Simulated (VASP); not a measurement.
Calculation: LDA (Ceperley-Alder, Perdew-Zunger), VASP's LDA PAW potentials (set 64) (plane waves; VASP).

VASP input:

POSCAR:
```
KI
3.4131960
  0.0000000000   1.0000000075   1.0000000075
  1.0000000075   0.0000000000   1.0000000075
  1.0000000075   1.0000000075   0.0000000000
K I
1 1
Cart
  0.0000000000   0.0000000000   0.0000000000
  1.0000000075   1.0000000075   1.0000000075
```

KPOINTS:
```
Automatic mesh
0
Gamma
8 8 8
0 0 0
```

INCAR:
```
ALGO = Normal
EDIFF = 1E-7
ENCUT = 400
ISIF = 2
ISMEAR = -5
LASPH = .TRUE.
LCHARG = .TRUE.
LMAXMIX = 4
LORBIT = 11
LREAL = .FALSE.
LWAVE = .FALSE.
NEDOS = 601
NELM = 100
PREC = Accurate
SYSTEM = KI
```

POTCAR, in this order: K_sv I (LDA.64 set). Program: vasp_std.

The run wrote:

### OSZICAR
```
       N       E                     dE             d eps       ncg     rms          rms(c)
DAV:   1     0.824693777556E+02    0.82469E+02   -0.59205E+03   696   0.945E+02
DAV:   2    -0.116368827016E+01   -0.83633E+02   -0.79714E+02   840   0.249E+02
DAV:   3    -0.603699093119E+01   -0.48733E+01   -0.48559E+01   932   0.522E+01
DAV:   4    -0.625168538514E+01   -0.21469E+00   -0.21452E+00  1200   0.109E+01
DAV:   5    -0.625357263799E+01   -0.18873E-02   -0.18872E-02   916   0.948E-01    0.406E+00
DAV:   6    -0.617924907279E+01    0.74324E-01   -0.94055E-02   860   0.224E+00    0.279E+00
DAV:   7    -0.616620843044E+01    0.13041E-01   -0.10027E-01   872   0.205E+00    0.819E-01
DAV:   8    -0.616618230002E+01    0.26130E-04   -0.15698E-02   844   0.106E+00    0.210E-01
DAV:   9    -0.616614433801E+01    0.37962E-04   -0.48001E-04   928   0.161E-01    0.839E-02
DAV:  10    -0.616618185997E+01   -0.37522E-04   -0.15854E-04   880   0.666E-02    0.678E-02
DAV:  11    -0.616617766907E+01    0.41909E-05   -0.47439E-05   860   0.456E-02    0.545E-03
DAV:  12    -0.616617759525E+01    0.73818E-07   -0.19600E-06   888   0.139E-02    0.237E-03
DAV:  13    -0.616617772136E+01   -0.12611E-06   -0.14851E-07   748   0.355E-03    0.292E-03
DAV:  14    -0.616617773241E+01   -0.11051E-07   -0.27365E-08   556   0.141E-03
   1 F= -.61661777E+01 E0= -.61661777E+01  d E =0.000000E+00
```

OUTCAR:
```
------------------------ aborting loop because EDIFF is reached ----------------------------------------
  FORCE on cell =-STRESS in cart. coord.  units (eV):
  Direction    XX          YY          ZZ          XY          YZ          ZX
  --------------------------------------------------------------------------------------
  Total        0.0004634      0.0004634      0.0004634     -0.0000000      0.0000000      0.0000000
  in kB        0.0093357      0.0093357      0.0093357     -0.0000000      0.0000000      0.0000000
  external PRESSURE =       0.0093357 kB  Pullay stress =       0.0000000 kB
  volume of cell :       79.53
      direct lattice vectors                 reciprocal lattice vectors
     0.000000000  3.413196026  3.413196026    -0.146490268  0.146490268  0.146490268
     3.413196026  0.000000000  3.413196026     0.146490268 -0.146490268  0.146490268
     3.413196026  3.413196026  0.000000000     0.146490268  0.146490268 -0.146490268
  FREE ENERGIE OF THE ION-ELECTRON SYSTEM (eV)
  ---------------------------------------------------
  free  energy   TOTEN  =        -6.1661777324 eV

  energy  without entropy=       -6.1661777324  energy(sigma->0) =       -6.16617773

 total charge

# of ion       s       p       d       tot
------------------------------------------
    1        1.959   5.560   0.032   7.551
    2        1.498   2.855   0.002   4.355
--------------------------------------------------
tot          3.457   8.415   0.034  11.906
```
(Selected blocks of OUTCAR.)

### OUTCAR
```
 val. band max:       -0.0412944341   @ k =   0.0000   0.0000   0.0000

 cond. band min:       3.8273830252   @ k =   0.0000   0.0000   0.0000


 Fermi energy:        -0.0070098485

 k-point     1 :       0.0000    0.0000    0.0000
  band No.  band energies     occupation
      1     -28.0259      2.00000
      2     -11.7669      2.00000
      3     -11.7669      2.00000
      4     -11.7669      2.00000
      5     -10.7846      2.00000
      6      -0.0413      2.00000
      7      -0.0413      2.00000
      8      -0.0413      2.00000
      9       3.8274      0.00000
     10       6.1769      0.00000
     11       6.1769      0.00000
     12       6.1769      0.00000

 k-point     2 :       0.1250    0.0000    0.0000
  band No.  band energies     occupation
      1     -28.0252      2.00000
      2     -11.8263      2.00000
      3     -11.7674      2.00000
      4     -11.7674      2.00000
      5     -10.6995      2.00000
      6      -0.3745      2.00000
      7      -0.1153      2.00000
      8      -0.1153      2.00000
      9       4.2684      0.00000
     10       6.1128      0.00000
     11       6.3645      0.00000
     12       6.3645      0.00000

 k-point     3 :       0.2500    0.0000    0.0000
  band No.  band energies     occupation
      1     -28.0237      2.00000
      2     -11.9423      2.00000
      3     -11.7686      2.00000
      4     -11.7686      2.00000
      5     -10.5194      2.00000
      6      -1.0037      2.00000
      7      -0.2821      2.00000
      8      -0.2821      2.00000
      9       4.9646      0.00000
     10       6.4079      0.00000
     11       6.8597      0.00000
     12       6.8597      0.00000

 k-point     4 :       0.3750    0.0000    0.0000
  band No.  band energies     occupation
      1     -28.0223      2.00000
      2     -12.0355      2.00000
      3     -11.7697      2.00000
      4     -11.7697      2.00000
      5     -10.3594      2.00000
      6      -1.5043      2.00000
...
```

Unless said otherwise, spin-orbit coupling is left out, though it shifts the bands of the heavy elements here.

The compound is KI in the rock salt structure. It was relaxed first, which changed the volume by -10 %.
